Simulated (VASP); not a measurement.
# HfWF3 (P6/mmm) in VASP: single point with PBE+TS

Aim: the single point of HfWF3 with PBE+TS.

Program: VASP 6.6.1. These are calculated values, not measurements. Logs are shortened: lines on timing, memory, paths and dates and some standing lists are left out, and cuts for length are marked.

**1. The undisturbed crystal**

The structure is hexagonal, space group P6/mmm (No. 191). Conventional cell: a = 4.505 Å, b = 4.505 Å, c = 4.693 Å, α = 90.00°, β = 90.00°, γ = 120.00°. Around Hf (site symmetry 6/mmm) lie 2 W at 2.35 Å. W (site symmetry 6/mmm) is surrounded by 6 F at 2.25 Å and 2 Hf at 2.35 Å. F (site symmetry mmm) has 4 F at 2.25 Å and 2 W at 2.25 Å as nearest neighbours.

The cell was built by a generator and needn't be a form met in nature.

**2. Single point, PBE+TS (atoms moved at random, drawn with an rms of 0.15 Å)**

The input, run.py:

```python
from ase.calculators.vasp import Vasp
from ase.dft.bandgap import bandgap
from ase.io import read

atoms = read('POSCAR')
calc = Vasp(
    directory='calc',
    xc='pbe',
    pp='PBE',
    setups='gw',
    prec='Accurate',
    encut=600,
    ediff=1e-06,
    ismear=-1,
    sigma=0.1,
    lreal=False,
    lasph=True,
    nelm=60,
    algo='Normal',
    isif=2,
    lwave=False,
    lcharg=False,
    ivdw=2,
    kpts=[7, 7, 6],
    gamma=True,
    nbands=32,
)
atoms.calc = calc

print('energy (eV):', atoms.get_potential_energy())
print('free energy (eV):', atoms.get_potential_energy(force_consistent=True))
print('forces (eV/A):')
print(atoms.get_forces())
print('stress (eV/A^3, Voigt):', atoms.get_stress())
print('Fermi level (eV):', calc.get_fermi_level())
gap, top, bottom = bandgap(calc)
print('band gap (eV):', gap, 'from (spin, k, band)', top, 'to', bottom)
```

The input, POSCAR:

```
HfWF3
1.0
    4.5050593600      0.0000000000      0.0000000000
   -2.2525296800      3.9014958500      0.0000000000
    0.0000000000      0.0000000000      4.6932753800
Hf W F
1 1 3
Direct
   -0.0007760000     -0.0041770000      0.5205770000
    0.0195970000      0.0284780000      0.0107050000
    0.4875000000     -0.0368710000      0.0165080000
    0.0189230000      0.5288900000     -0.0101490000
    0.4866050000      0.4977720000      0.0096710000
```

Potentials or basis: VASP PAW PBE potentials, release 64 (Hf_sv_GW, W_sv_GW, F_GW).

Command:

```console
> python run.py
```

Output:

```text
energy (eV): -35.79112334
free energy (eV): -35.83504421
forces (eV/A):
[[-0.00980683 -0.44541494 -0.36998476]
 [ 0.10902132  0.59700011  0.26323912]
 [ 0.88719255  2.91712803  0.27797681]
 [-2.07225171 -1.29544959 -0.28164008]
 [ 1.08584467 -1.77326361  0.11040891]]
stress (eV/A^3, Voigt): [ 0.03995565  0.02891371 -0.14889696 -0.00372599 -0.00222596 -0.00661126]
Fermi level (eV): 5.17257577
band gap (eV): 0.0 from (spin, k, band) (None, None, None) to (None, None, None)
```

OUTCAR:

```text
ENCUT = 600.000000
   EDIFF = 1.00e-06
   GGA = PE
   PREC = Accurate
   ISIF = 2
   ISMEAR = -1
   NELM = 60
   IVDW = 2
   LASPH = .TRUE.
   LREAL = .FALSE.
  IVDW =   2

 ion  position               nearest neighbor table
   1  0.999  0.996  0.521-   2 2.30   2 2.40
   2  0.020  0.028  0.011-   5 2.11   4 2.25   4 2.26   3 2.26   3 2.27   1 2.30   5 2.40   1 2.40

   3  0.487  0.963  0.017-   2 2.26   2 2.27
   4  0.019  0.529  0.990-   2 2.25   2 2.26
   5  0.487  0.498  0.010-   2 2.11   2 2.40

  LATTYP: Found a hexagonal cell.
 ALAT       =     4.5050593600
 C/A-ratio  =     1.0417788102

  Lattice vectors:

 A1 = (   4.5050593600,   0.0000000000,   0.0000000000)
 A2 = (  -2.2525296800,   3.9014958500,   0.0000000000)
 A3 = (   0.0000000000,   0.0000000000,   4.6932753800)

Analysis of symmetry for initial positions (statically):
=====================================================================
 Subroutine PRICEL returns:
 Original cell was already a primitive cell.

 Routine SETGRP: Setting up the symmetry group for a
 hexagonal supercell.

 Subroutine GETGRP returns: Found  1 space group operations
 (whereof  1 operations were pure point group operations)
 out of a pool of 24 trial point group operations.

The static configuration has the point symmetry C_1 .

Analysis of symmetry for dynamics (positions and initial velocities):
=====================================================================
 Subroutine PRICEL returns:
 Original cell was already a primitive cell.

 Routine SETGRP: Setting up the symmetry group for a
 hexagonal supercell.

 Subroutine GETGRP returns: Found  1 space group operations
 (whereof  1 operations were pure point group operations)
 out of a pool of 24 trial point group operations.

The dynamic configuration has the point symmetry C_1 .

 Subroutine INISYM returns: Found  1 space group operations
 (whereof  1 operations are pure point group operations),
 and found     1 'primitive' translations

----------------------------------------------------------------------------------------

                                     Primitive cell

  volume of cell :      82.4912

  direct lattice vectors                    reciprocal lattice vectors
     4.505059360  0.000000000  0.000000000     0.221972658  0.128155974  0.000000000
    -2.252529680  3.901495850  0.000000000     0.000000000  0.256311948  0.000000000
     0.000000000  0.000000000  4.693275380     0.000000000  0.000000000  0.213070813

  length of vectors
     4.505059360  4.505059359  4.693275380     0.256311948  0.256311948  0.213070813

  position of ions in fractional coordinates (direct lattice)
     0.999224000  0.995823000  0.520577000
     0.019597000  0.028478000  0.010705000
     0.487500000  0.963129000  0.016508000
     0.018923000  0.528890000  0.989851000
     0.486605000  0.497772000  0.009671000

  ion indices of the primitive-cell ions
   primitive index   ion index
                 1           1
                 2           2
                 3           3
                 4           4
                 5           5

----------------------------------------------------------------------------------------

[... 50 lines left out ...]
 [... further k-points ...]
   k-points           NKPTS =    148   k-points in BZ     NKDIM =    148   number of bands    NBANDS=     32
   number of dos      NEDOS =    301   number of ions     NIONS =      5
   total plane-waves  NPLWV =  51840
   dimension x,y,z NGX =    36 NGY =   36 NGZ =   40
   dimension x,y,z NGXF=    72 NGYF=   72 NGZF=   80
   ions per type =               1   1   3
   NGX,Y,Z   is equivalent  to a cutoff of  13.28, 13.28, 14.17 a.u.
   NGXF,Y,Z  is equivalent  to a cutoff of  26.57, 26.57, 28.34 a.u.
 SYSTEM =  unknown system
   PREC   = accura    normal or accurate (medium, high low for compatibility)
   ISTART =      0    job   : 0-new  1-cont  2-samecut
   ICHARG =      2    charge: 1-file 2-atom 10-const
   ISPIN  =      1    spin polarized calculation?
   LNONCOLLINEAR =      F non collinear calculations
   LSORBIT =      F    spin-orbit coupling
   LASPH  =      T    aspherical Exc in radial PAW
   ENCUT  =  600.0 eV  44.10 Ry    6.64 a.u.   9.00  9.00  9.37*2*pi/ulx,y,z
   NELM   =     60;   NELMIN=  2; NELMDL= -5     # of ELM steps
   EDIFF  = 0.1E-05   stopping-criterion for ELM
   LREAL  =      F    real-space projection
   EDIFFG = 0.1E-04   stopping-criterion for IOM
   NSW    =      0    number of steps for IOM
   IBRION =     -1    ionic relax: 0-MD 1-quasi-New 2-CG
   NFREE  =      0    steps in history (QN), initial steepest desc. (CG)
   ISIF   =      2    stress and relaxation
   ISYM   =      2    0-nonsym 1-usesym 2-fastsym
   POTIM  = 0.5000    time-step for ionic-motion
   TEBEG  =    0.0;   TEEND  =   0.0 temperature during run
   PSTRESS=    0.0 pullay stress
   NELECT =      47.0000    total number of electrons
   NUPDOWN=      -1.0000    fix difference up-down
   EMIN   =  10.00;   EMAX   =-10.00  energy-range for DOS
   EFERMI =   0.00;   METHOD = LEGACY
   ISMEAR =    -1;   SIGMA  =   0.10  broadening in eV -4-tet -1-fermi 0-gaus
   EFERMI_NEDOS =   21; number of points for ismear=-14 and -15
   IALGO  =     38    algorithm
   IMIX   =      4    mixing-type and parameters
     AMIX     =   0.40;   BMIX     =  1.00
     AMIX_MAG =   1.60;   BMIX_MAG =  1.00
  volume/ion in A,a.u.               =      16.50       111.34
  Fermi-wavevector in a.u.,A,eV,Ry     =   1.357182  2.564703 25.061170  1.841944
  Thomas-Fermi vector in A             =   2.484122
   LORBIT       =      0    0 simple, 1 ext, 2 COOP (PROOUT), +10 PAW based schemes
   GGA     = PE    functional components
   LHFCALC =     F    Hartree Fock is set to
   AEXX    =    0.0000 exact exchange contribution
   IVDW    =     2    specifies the selected vdW correction
   LEPSILON=     F    determine dielectric tensor
   LRPA    =     F    only Hartree local field effects (RPA)
 non-spin polarized calculation
  energy-cutoff  :      600.00
  volume of cell :       82.49
 maximum number of plane-waves:      2775
   NGX = 17   NGY = 17   NGZ = 19

 number of electron      47.0000003 magnetization

 Free energy of the ion-electron system (eV)
  ---------------------------------------------------
  ext. energy  EPLUGINS =         0.00000000
  ---------------------------------------------------
  free energy    TOTEN  =       -34.34709897 eV

  energy without entropy =      -34.25925723  energy(sigma->0) =      -34.30317810

 E-fermi :   5.1726     XC(G=0): -10.1325

 val. band max:        5.1577634663   @ k =  -0.1429   0.4286   0.5000
 cond. band min:       5.1802554540   @ k =   0.1429   0.2857   0.5000
 fundamental gap:      0.0224919877
 Fermi energy:         5.1725757653

 k-point     1 :       0.0000    0.0000    0.0000
  band No.  band energies     occupation
      1     -69.6722      2.00000
      2     -57.7046      2.00000
      3     -34.1033      2.00000
      4     -34.0850      2.00000
      5     -33.8964      2.00000
      6     -26.4818      2.00000
[... 829 lines left out ...]
     31      10.9368      0.00000
     32      11.1043      0.00000

 [... further k-points ...]

------------------------ aborting loop because EDIFF is reached ----------------------------------------

  Hirshfeld charges:
            ion         q(e)
   ------------------------------
      1     Hf       0.37135850
      2     W        0.34536441
      3     F       -0.24001470
      4     F       -0.24123045
      5     F       -0.23547777

  Tkatchenko/Scheffler method for vdW energy calculation

  Number of pair interactions contributing to vdW energy:   95360

  Edisp (eV):   -1.48795

  FORCE on cell =-STRESS in cart. coord.  units (eV):
  Direction    XX          YY          ZZ          XY          YZ          ZX
  --------------------------------------------------------------------------------------
  -------------------------------------------------------------------------------------
  Total      -3.29599    -2.38513    12.28269     0.54537     0.30736     0.18362
  in kB     -64.01601   -46.32488   238.55923    10.59240     5.96969     3.56638
  external pressure =       42.74 kB  Pullay stress =        0.00 kB

 VOLUME and BASIS-vectors are now :
 -----------------------------------------------------------------------------
  energy-cutoff  :      600.00
  volume of cell :       82.49
      direct lattice vectors                 reciprocal lattice vectors
     4.505059360  0.000000000  0.000000000     0.221972658  0.128155974  0.000000000
    -2.252529680  3.901495850  0.000000000     0.000000000  0.256311948  0.000000000
     0.000000000  0.000000000  4.693275380     0.000000000  0.000000000  0.213070813

 POSITION                                       TOTAL-FORCE (eV/Angst)
 -----------------------------------------------------------------------------------
      2.25844      3.88520      2.44321        -0.009807     -0.445415     -0.369985
      0.02414      0.11111      0.05024         0.109021      0.597000      0.263239
      0.02674      3.75764      0.07748         0.887193      2.917128      0.277977
     -1.10609      2.06346      4.64564        -2.072252     -1.295450     -0.281640
      1.07094      1.94206      0.04539         1.085845     -1.773264      0.110409
 -----------------------------------------------------------------------------------
    total drift:                               -0.000568     -0.000482     -0.000028

  FREE ENERGIE OF THE ION-ELECTRON SYSTEM (eV)
  ---------------------------------------------------
  free  energy   TOTEN  =       -35.8350442149 eV

  energy  without entropy=      -35.7472024793  energy(sigma->0) =      -35.79112335
```

INCAR:

```text
ENCUT = 600.000000
SIGMA = 0.100000
EDIFF = 1.00e-06
ALGO = Normal
GGA = PE
PREC = Accurate
ISIF = 2
ISMEAR = -1
NBANDS = 32
NELM = 60
IVDW = 2
LASPH = .TRUE.
LCHARG = .FALSE.
LWAVE = .FALSE.
LREAL = .FALSE.
```

Run time: 9.2 min. Hardware: 1 thread of Intel Xeon Platinum 8259CL at 2.50GHz (Skylake/Cascade Lake), shared host; peak memory 0.6 GiB.

What came out:

* Free energy: -35.8350 eV
* Pressure: 4.3 GPa
* Largest force: 3.062 eV/Å
* Band gap on the k mesh: none (metal or under the smearing width)
* Hirshfeld charges: Hf +0.37; W +0.35; F -0.24 e
* Dispersion energy per atom: -0.298 eV

Forces in eV/Å, atoms in the order of the input:
```
Hf  -0.010 -0.445 -0.370
W    0.109  0.597  0.263
F    0.887  2.917  0.278
F   -2.072 -1.295 -0.282
F    1.086 -1.773  0.110
```

Caveat: the cutoff is under 1.25 times the usual one of these potentials, so pressure, stress and relaxed cells hold a basis-set (Pulay) error; atom-pairwise D2, TS and ULG terms overbind metals; an odd number of electrons without spin polarisation forces a metal; a magnetic or distorted state may lie lower; pairwise dispersion overbinds metals, which lowers pressure and volume. The run has no spin-orbit coupling, so splittings on Hf, W are missing.
